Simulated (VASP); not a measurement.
Given:

```
Ga
1.0
    2.23154    -3.82558     0.00000
    2.23154     3.82558     0.00000
    0.00000     0.00000     4.58739
Ga
4
Direct
  0.65570   0.34430   0.41540
  0.34430   0.65570   0.58460
  0.84430   0.15570   0.91540
  0.15570   0.84430   0.08460
```

The numbers are results of PBE GGA, VASP's PBE PAW potentials (set 64) (plane waves; VASP), not measurements. Run with 300 eV cut-off, 6×6×5 Γ-centred mesh, Fermi-Dirac smearing of 0.14 eV, potentials Ga_d.

At this cut-off the stress carries a Pulay error, which pulls relaxed volumes low. Energy and stress use the plane-wave basis of the starting cell.

### Question
The ions, cell shape and volume are relaxed. What does this cell relax into?

### Answer

```
Ga
1.0
    2.29041    -3.85513     0.00000
    2.29041     3.85513     0.00000
    0.00000     0.00000     4.58436
Ga
4
Cartesian
  2.29041  -1.20283   1.90634
  2.29041   1.20283   2.67802
  2.29041  -2.65230   4.19852
  2.29041   2.65230   0.38584
```
Space group Cmce (64), at a tolerance of 0.03 Å.

### Question
How do energy and volume change from the first to the last step?

### Answer
The energy (σ→0) changes by -4.7 meV/atom and the volume by +3.4 %, in 14 ionic steps.

The structure comes from a computed database's Ga entry; how it stands against other phases isn't given here. This run relaxes it. Symmetry was kept, so distortions that lower it aren't found. The run is one of a series of settings (EDIFFG = -0.01, IBRION = 2, ISIF = 3, NSW = 50 against the base run), some of them coarse on purpose.
